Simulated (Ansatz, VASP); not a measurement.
# SiGe60H38Cl2 (dichlorosilane on H:Ge(100)-2x1): VASP beside Ansatz

Aim: how closely do two programs agree when they are given the same cell, functional and k mesh? The cell is taken from a series of runs on this material, whose earlier steps may have relaxed, scaled, displaced or heated it; both programs get it as it stands.

Method: plane waves, with VASP 6.6.1 beside it; single point at RPBE with D3(BJ), in Ansatz 0.2.0.

### Step 1. Set-up

The cell holds 101 atoms: 60 Ge, 38 H, 1 Si and 2 Cl. Cell: a = 16.292 Å, b = 12.219 Å, c = 23.953 Å, α = 90.0°, β = 90.0°, γ = 90.0°. It derives from Ge (H:Ge(100)-2x1). As first built, before any earlier steps moved the atoms (in the runner's words): diamond Ge(100), 4 x 3 surface cells, five layers, dimers with one H on each atom, bottom capped by H (lattice constants typed as starting values near PBE's), lower atoms held; one whole molecule of dichlorosilane lowered over an Ge-H group, eased by MACE. Vacuum lies along c.

### Step 2. VASP: single point, RPBE with D3(BJ)

A single point gives forces, pressure and levels at one fixed geometry, so differences don't come from the geometry; what else differs is listed under the comparison.

Lines of VASP's logs that name or quote its potential files are left out, and so is its time.

Contents of INCAR:

```
SYSTEM = SiGe60H38Cl2
PREC = Accurate
ENCUT = 410
EDIFF = 1E-06
NELM = 120
ISMEAR = -1
SIGMA = 0.025
LREAL = Auto
ALGO = Normal
GGA = RP
IVDW = 12
NBANDS = 520
LORBIT = 11
LWAVE = .FALSE.
LCHARG = .FALSE.
ISIF = 2
LASPH = .TRUE.
GGA_COMPAT = .FALSE.
EFERMI = MIDGAP
NCORE = 2
```

Contents of POSCAR:

```
SiGe60H38Cl2
1.0
   16.2917400000      0.0000000000      0.0000000000
    0.0000000000     12.2188100000      0.0000000000
    0.0000000000      0.0000000000     23.9526600000
Ge H Si Cl
60 38 1 2
Direct
    0.0000000000      0.9999950000      0.0788700000
    0.1250000000      0.9999950000      0.1389900000
    0.1250000000      0.1666750000      0.1935600000
    0.0057600000      0.1666850000      0.2561400000
    0.0471900000      0.0000050000      0.3070400000
    0.0000000000      0.3333300000      0.0788700000
    0.1250000000      0.3333300000      0.1389900000
    0.1250000000      0.4999850000      0.1935600000
    0.0057600000      0.4999750000      0.2561400000
    0.0472500000      0.3333300000      0.3070800000
    0.0000000000      0.6666650000      0.0788700000
    0.1250000000      0.6666650000      0.1389900000
    0.1249500000      0.8333300000      0.1935500000
    0.0057100000      0.8333300000      0.2561200000
    0.0471900000      0.6666550000      0.3070400000
    0.2500000000      0.9999950000      0.0788700000
    0.3750000000      0.9999950000      0.1389900000
    0.3748000000      0.1666150000      0.2000600000
    0.2442400000      0.1666100000      0.2561600000
    0.2028000000      0.9999550000      0.3070800000
    0.2500000000      0.3333300000      0.0788700000
    0.3750000000      0.3333300000      0.1389900000
    0.3748000000      0.5000450000      0.2000600000
    0.2442400000      0.5000500000      0.2561600000
    0.2029100000      0.3333300000      0.3070800000
    0.2500000000      0.6666650000      0.0788700000
    0.3750000000      0.6666650000      0.1389900000
    0.3749700000      0.8333300000      0.2002500000
    0.2441900000      0.8333300000      0.2561100000
    0.2028000000      0.6667050000      0.3070800000
[... 65 atom lines left out ...]
    0.7336200000      0.6662950000      0.3685400000
    0.4502000000      0.2316950000      0.4455700000
    0.4502000000      0.4349650000      0.4455700000
    0.4782500000      0.3333300000      0.4735800000
    0.4313800000      0.3333300000      0.5534300000
    0.6044700000      0.3333300000      0.4772100000
```

Contents of KPOINTS:

```
Automatic mesh
0
Gamma
1 1 1
0 0 0
```

The projector-augmented-wave data sets are Ge_d, H, Si and Cl (PBE family, release 64).

The run is started by

```bash
$ mpirun -np 8 vasp_gam
```

Numbers of over 12 decimals in the logs are rounded to 6 here.

The log of the run:

```text
[banner, memory and clock lines left out]
running    8 mpi-ranks, on    1 nodes
[...]
|                                                                             |
|               ----> ADVICE to this user running VASP <----                  |
|                                                                             |
|     You enforced a specific xc type in the INCAR file but a different       |
|     [... a line on the potential file left out ...]
|     I HOPE YOU KNOW WHAT YOU ARE DOING!                                     |
|                                                                             |

 LDA part: xc-table for (Slater+PW92), standard interpolation
 POSCAR, INCAR and KPOINTS ok, starting setup
[...]
entering main loop
       N       E                     dE             d eps       ncg     rms          rms(c)
DAV:   1     0.130095876926E+05    0.13010E+05   -0.40106E+05  1112   0.286E+03
DAV:   2     0.243277761711E+04   -0.10577E+05   -0.10383E+05  1336   0.689E+02
DAV:   3    -0.946609491116E+02   -0.25274E+04   -0.24350E+04  1456   0.240E+02
DAV:   4    -0.377096405200E+03   -0.28244E+03   -0.27883E+03  1208   0.877E+01
[...]
DAV:  31    -0.378481302936E+03   -0.23699E-05   -0.67555E-08   656   0.137E-03    0.171E-04
DAV:  32    -0.378481305165E+03   -0.22281E-05   -0.66161E-08   664   0.112E-03    0.196E-04
DAV:  33    -0.378481305627E+03   -0.46281E-06   -0.24196E-08   680   0.611E-04
   1 F= -.44388969E+03 E0= -.44388969E+03  d E =-.753026E-11
```

OUTCAR, selected parts (step 2):

```text
  FREE ENERGIE OF THE ION-ELECTRON SYSTEM (eV)
  ---------------------------------------------------
  free  energy   TOTEN  =      -443.8896924034 eV

  energy  without entropy=     -443.8896924034  energy(sigma->0) =     -443.88969240
```

### Step 3. Ansatz: single point, RPBE with D3(BJ)

Ansatz runs on its default PAW (the set named soft_2) files.

The same cell, functional, mesh and smearing now go to Ansatz, which takes its cutoff from its data sets.

Contents of input.yaml:

```yaml
crystal:
  lattice:
    - [16.29174, 0.0, 0.0]
    - [0.0, 12.21881, 0.0]
    - [0.0, 0.0, 23.95266]
  atoms:
    - { symbol: Ge, position: [0.0, 1.0, 0.07887] }
    - { symbol: Ge, position: [0.125, 1.0, 0.13899] }
    - { symbol: Ge, position: [0.125, 0.16668, 0.19356] }
    - { symbol: Ge, position: [0.00576, 0.16669, 0.25614] }
    - { symbol: Ge, position: [0.04719, 1.0e-05, 0.30704] }
    - { symbol: Ge, position: [0.0, 0.33333, 0.07887] }
    - { symbol: Ge, position: [0.125, 0.33333, 0.13899] }
    - { symbol: Ge, position: [0.125, 0.49999, 0.19356] }
    - { symbol: Ge, position: [0.00576, 0.49998, 0.25614] }
    - { symbol: Ge, position: [0.04725, 0.33333, 0.30708] }
    - { symbol: Ge, position: [0.0, 0.66667, 0.07887] }
    - { symbol: Ge, position: [0.125, 0.66667, 0.13899] }
    - { symbol: Ge, position: [0.12495, 0.83333, 0.19355] }
    - { symbol: Ge, position: [0.00571, 0.83333, 0.25612] }
    - { symbol: Ge, position: [0.04719, 0.66666, 0.30704] }
    - { symbol: Ge, position: [0.25, 1.0, 0.07887] }
    - { symbol: Ge, position: [0.375, 1.0, 0.13899] }
    - { symbol: Ge, position: [0.3748, 0.16662, 0.20006] }
    - { symbol: Ge, position: [0.24424, 0.16661, 0.25616] }
    - { symbol: Ge, position: [0.2028, 0.99996, 0.30708] }
    - { symbol: Ge, position: [0.25, 0.33333, 0.07887] }
    - { symbol: Ge, position: [0.375, 0.33333, 0.13899] }
    - { symbol: Ge, position: [0.3748, 0.50005, 0.20006] }
    - { symbol: Ge, position: [0.24424, 0.50005, 0.25616] }
    - { symbol: Ge, position: [0.20291, 0.33333, 0.30708] }
    - { symbol: Ge, position: [0.25, 0.66667, 0.07887] }
    - { symbol: Ge, position: [0.375, 0.66667, 0.13899] }
    - { symbol: Ge, position: [0.37497, 0.83333, 0.20025] }
    - { symbol: Ge, position: [0.24419, 0.83333, 0.25611] }
    - { symbol: Ge, position: [0.2028, 0.66671, 0.30708] }
[... 65 atom lines left out ...]
    - { symbol: H, position: [0.73362, 0.6663, 0.36854] }
    - { symbol: Si, position: [0.47825, 0.33333, 0.47358] }
    - { symbol: Cl, position: [0.43138, 0.33333, 0.55343] }
    - { symbol: Cl, position: [0.60447, 0.33333, 0.47721] }
    - { symbol: H, position: [0.4502, 0.2317, 0.44557] }
    - { symbol: H, position: [0.4502, 0.43497, 0.44557] }
kpoints:
  mp_grid: { grid: [1, 1, 1] }
hamiltonian:
  xc: rpbe
  dispersion: d3bj
scf:
  occupations: { method: fermi_dirac, width: 0.025 }
output:
  forces: true
```

The run is started by

```bash
$ ansatz run input.yaml --threads 4 --pin off --max-ram 15872MiB --backend cpu --events-out ev --progress --plain --runs-dir out
```

The log of the run:

```text
Warning: the atoms were moved onto the symmetric positions of the space group found under crystal.symmetry.tolerance 1.0e-5 (fractional; no operation is sought that the atoms, as they stand in a round, miss by more than twice it, and no atom is moved by as much as it), and the run uses the moved positions. Before a round's move an operation carried an atom to 7.02e-5 Å from where it should land, the largest such dist [...]
[...]
Initial density: superposition of atomic densities (neutral atoms: chi_scale 0, normalization atom), corrected by the library's trained network
Initial wavefunctions: pseudopotential atomic-orbital guess
Functional: x = rpbe, c = pbe(β = 0.066725)
SCF iter   1: F=—  HF=-261509.288987 eV  |F-HF|=—  |Δ(HF+E_count)|=         —  Δρ=2.66e-3  dr2=3.99e-1  ethr=1.77e-3  ⟨swp⟩=7.0  Hψ=2049  notcnv=0  defer=38
preconditioner: auto → Resta (q_TF=auto, 2.065 Å⁻¹)  ε∞=1.6  [insulator: Δε(μ)=1.349 eV  Ē_g=21.632 eV  σ=0.025 eV  W_gap=1.00  n_scr=716 (ndim 8)  ℏωp=16.1 eV  f_vac=0.617  D(μ)=0.00/eV (n_scr^D=0)  ε∞_Penn≈1.6  vacuum switching on, ρ_ref=3.4e-2 e/Å³]
SCF iter   2: F=—  HF=-261509.210873 eV  |F-HF|=—  |Δ(HF+E_count)|=   7.81e-2  Δρ=1.31e-3  dr2=1.65e-1  ethr=4.45e-5  ⟨swp⟩=3.0  Hψ=1090  notcnv=0  defer=95
SCF iter   3: F=—  HF=-261509.203846 eV  |F-HF|=—  |Δ(HF+E_count)|=   7.03e-3  Δρ=7.06e-4  dr2=1.34e-1  ethr=1.84e-5  ⟨swp⟩=5.0  Hψ=586  notcnv=0  defer=66
automatic band count: iteration 3 solves 520 bands in place of 549: the levels show a gap, and the empty bands left out lie too high to hold charge; the band table lists the bands solved (type scf.n_extra_bands for more)
SCF iter   4: F=—  HF=-261509.190122 eV  |F-HF|=—  |Δ(HF+E_count)|=   1.37e-2  Δρ=3.50e-4  dr2=3.03e-2  ethr=1.49e-5  ⟨swp⟩=3.0  Hψ=545  notcnv=0  defer=66
SCF iter   5: F=—  HF=-261509.187768 eV  |F-HF|=—  |Δ(HF+E_count)|=   2.35e-3  Δρ=1.45e-4  dr2=1.25e-3  ethr=3.38e-6  ⟨swp⟩=2.0  Hψ=637  notcnv=0  defer=65
SCF iter   6: F=—  HF=-261509.188198 eV  |F-HF|=—  |Δ(HF+E_count)|=   4.30e-4  Δρ=6.49e-5  dr2=2.47e-4  ethr=1.40e-7  ⟨swp⟩=2.0  Hψ=585  notcnv=0  defer=65
SCF iter   7: F=—  HF=-261509.188370 eV  |F-HF|=—  |Δ(HF+E_count)|=   1.72e-4  Δρ=2.75e-5  dr2=1.49e-4  ethr=2.76e-8  ⟨swp⟩=2.0  Hψ=601  notcnv=0  defer=65
SCF iter   8: F=—  HF=-261509.188360 eV  |F-HF|=—  |Δ(HF+E_count)|=   9.72e-6  Δρ=1.24e-5  dr2=1.36e-5  ethr=1.66e-8  ⟨swp⟩=2.0  Hψ=549  notcnv=0  defer=65
SCF iter   9: F=—  HF=-261509.189155 eV  |F-HF|=—  |Δ(HF+E_count)|=   7.94e-4  Δρ=6.46e-6  dr2=4.48e-6  ethr=1.52e-9  ⟨swp⟩=2.0  Hψ=603  notcnv=0  defer=65
SCF iter  10: F=—  HF=-261509.189157 eV  |F-HF|=—  |Δ(HF+E_count)|=   2.85e-6  Δρ=3.32e-6  dr2=1.11e-6  ethr=5.00e-10  ⟨swp⟩=2.0  Hψ=601  notcnv=0  defer=65
SCF iter  11: F=—  HF=-261509.189158 eV  |F-HF|=—  |Δ(HF+E_count)|=   8.31e-7  Δρ=1.43e-6  dr2=1.54e-7  ethr=1.24e-10  ⟨swp⟩=2.0  Hψ=601  notcnv=0  defer=65
SCF iter  12: F=-261509.189159 eV  HF=-261509.189159 eV  |F-HF|=2.36e-8  |Δ(HF+E_count)|=   2.27e-7  Δρ=5.71e-7  dr2=4.32e-8  ethr=1.12e-11  ⟨swp⟩=4.0  Hψ=1187  notcnv=0
SCF 1 converged in 12 iterations: F = -261509.189159 eV  dr2 = 4.32e-8
  greatest PAW one-centre occupation: 0.998 electrons in one spin orbital (limit 2), on the Ge atom at site 35 (counted from 0), in its partial waves of l = 2
SCF converged after 12 iterations
Free energy (F): -261509.189159 eV
Harris-Foulkes:  -261509.189159 eV  (|F-HF|=2.36e-8)
Internal energy: -261509.189159 eV  (E = F + TS)
E sigma→0 (E₀):  -261509.189159 eV
Fermi energy:    -0.301846 eV
--- Per-component energies (eV) ---
  E_band       = -16582.209939
  E_kinetic    = 7537.842144
  E_local      = -826042.386742  (includes V_loc(G=0)·N_el)
  E_nonlocal   = 25252.503973
  E_hartree    = 400003.089816
  E_xc         = -5131.626145
  E_vxc        = -4568.705475  (∫ρ·V_xc dr)
  E_paw        = -123414.922211  (= ΣΔE_a)
  E_vpaw       = -18767.654164  (= ΣTr[D̂ρ^β])
  E_aug_tail   = -0.028852  (compensation charges beyond the density's cutoff)
  E_ewald      = 260362.770554
  E_disp       = -65.409471  (pairwise vdW)
  E_core_change = -11.022224  (= ΣΔE_core)
  E_smearing   = -0.000000  (= −TS)
  E_closure    = 0.000000  (closes the sum)
  Σ components = -261509.189159   (vs F -261509.189159, Δ=0.00e0)
--- Forces (eV/Å), atoms counted from 1 ---
  atom   1  Ge     0.22844786     0.00117255     0.85801272
  atom   2  Ge     0.00171453     0.00145444    -0.71844444
  atom   3  Ge    -0.00026703    -0.00094042     0.23515082
  atom   4  Ge     0.21109989     0.00020631    -0.16308140
  atom   5  Ge     0.25931150    -0.00150306    -0.44104497
  atom   6  Ge     0.22710955     0.00000000     0.85768737
  atom   7  Ge     0.00216100     0.00000000    -0.71877278
  atom   8  Ge    -0.00026703     0.00094042     0.23515082
  atom   9  Ge     0.21109989    -0.00020631    -0.16308140
  atom  10  Ge     0.25820145     0.00000000    -0.43759633
  atom  11  Ge     0.22844786    -0.00117255     0.85801272
  atom  12  Ge     0.00171453    -0.00145444    -0.71844444
  atom  13  Ge    -0.00078791     0.00000000     0.23406006
  atom  14  Ge     0.21107484     0.00000000    -0.16162246
  atom  15  Ge     0.25931150     0.00150306    -0.44104497
  atom  16  Ge    -0.22603519    -0.00345982     0.85687481
  atom  17  Ge    -0.00527976    -0.00868447     0.16185240
  atom  18  Ge     0.00040309    -0.00004307    -0.07490488
  atom  19  Ge    -0.20909929    -0.00040415    -0.16571079
  atom  20  Ge    -0.25955394    -0.00047323    -0.44441718
  atom  21  Ge    -0.22679350     0.00000000     0.85651761
  atom  22  Ge    -0.00238907     0.00000000     0.15803332
  atom  23  Ge     0.00040309     0.00004307    -0.07490488
  atom  24  Ge    -0.20909929     0.00040415    -0.16571079
[...]
atom  94  H      0.01204267    -0.00107032     0.03569803
  atom  95  H      0.01350592     0.00000000     0.02090578
  atom  96  H      0.01204267     0.00107032     0.03569803
  atom  97  Si    -0.00259524     0.00000000    -0.06680153
  atom  98  Cl     0.02957366     0.00000000    -0.01345391
  atom  99  Cl    -0.05416835     0.00000000     0.00949794
  atom 100  H      0.01464719     0.01021294     0.00818327
  atom 101  H      0.01464719    -0.01021294     0.00818327
  max |Σ_I F_I| component: 1.43e-5 eV/Å
```

### Step 4. Side by side

Known differences besides the potentials themselves: Ansatz makes its cores anew for this functional, VASP keeps those of its PBE data sets; Ansatz takes its cutoff from its data sets, VASP runs at 410 eV. Total energies have different zeros and are not compared.

Compared:

```
              quantity  Ansatz   VASP  difference
gap on the k mesh (eV)   1.325  1.331      -0.006
```

Forces on 10 of the 101 atoms, those with the largest forces and the largest differences (eV/Å; atoms numbered as in POSCAR):

```
 atom         Ansatz x, y, z          VASP x, y, z
  Ge1    0.228, 0.001, 0.858   0.228, 0.001, 0.811
  Ge6    0.227, 0.000, 0.858   0.227, 0.000, 0.811
 Ge11   0.228, -0.001, 0.858  0.228, -0.001, 0.811
 Ge26   -0.226, 0.003, 0.857  -0.226, 0.004, 0.810
 Ge31    0.228, 0.002, 0.857   0.228, 0.002, 0.811
 Ge36    0.227, 0.000, 0.858   0.227, 0.000, 0.812
 Ge41   0.228, -0.002, 0.857  0.228, -0.002, 0.811
 Si99  -0.003, 0.000, -0.067  0.036, 0.000, -0.004
Cl100   0.030, 0.000, -0.013  0.060, 0.000, -0.085
Cl101   -0.054, 0.000, 0.009  -0.135, 0.000, 0.007
```

The forces differ by 20 meV/Å r.m.s., which is 8.5 % of the r.m.s. force of 0.237 eV/Å (both taken over all components). A gap on the mesh is an upper bound, since the band edges may lie between its points. With vacuum in the cell, a pressure given here is an average over mostly empty space and none of the material.

### Step 5. Results

```json
{
  "r.m.s. force difference (single point, RPBE with D3(BJ))": "8.5 % of the r.m.s. force"
}
```

What this shows: The r.m.s. force difference is 8.5 % of the r.m.s. force (single point, RPBE with D3(BJ)), beyond the 3 % picked in this series as the mark of a large difference. What causes the difference of the single point, RPBE with D3(BJ) pair stays open here. How closely two codes agree says nothing of how well the functional describes the real material.

[Lines on the potential files, build, host, timing and source positions are cut from VASP's logs without a mark.]

[Logs are printed without paths, hosts, clocks, repeated set-up lines and the standing remarks that a program may print on its own settings, such as how far it seeks lower states.]

[Hosts, paths, dates, database ids (printed as entryN), source tags and the programs' standing remarks are cut or masked in the printed files.]
